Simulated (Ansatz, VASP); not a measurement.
## One calculation of PBr, two programs

```
Br P
1.0
     4.83775    0.00000    0.00000
    -2.02029    5.08846    0.00000
    -0.68256   -0.64042    6.10601
Br P
2 2
Cartesian
  1.3279 4.1952 1.4823
  0.8070 0.2528 4.6237
  1.6587 2.1383 3.8582
  0.4762 2.3097 2.2478
```

Change from the starting cell: volume scaled by 0.94.

Alike in both runs: task single point; functional PBE; k mesh 6 × 5 × 5; occupations fermi-dirac, width 0.05 eV; no spin polarisation.

```csv
,VASP,Ansatz
version,VASP 6.6.1,Ansatz 0.2.0
potentials or method,"VASP PAW PBE potentials, release 64 (Br, P)",Ansatz PAW
plane-wave cutoff (eV),520,420
valence electrons in the cell,24,24
```

```csv
,VASP,Ansatz,Ansatz less VASP
gap on the k mesh at the Fermi level (eV),1.48,1.49,+0.012
least direct gap on the mesh (eV),1.48,1.49,+0.012
pressure (GPa),1.9,2.0,+0.11
largest component of the traceless stress (GPa),1.13,1.16,+0.031
rms of the force components (eV/Å),0.456,0.493,+0.0376
```

Atom by atom the forces differ by 0.039 eV/Å (rms over components). With one functional, cell and mesh, what is left measures potentials, basis and numerics.

Caveats: an odd mesh through Γ misses points on the zone boundary, where band edges often lie (VASP); odd divisions of the mesh miss points on the zone boundary, where band edges often lie, so the gap on the mesh can be too wide (Ansatz); forces of over 1 eV/Å show positions far from the minimum, so gaps and moduli don't describe the material at rest (Ansatz).
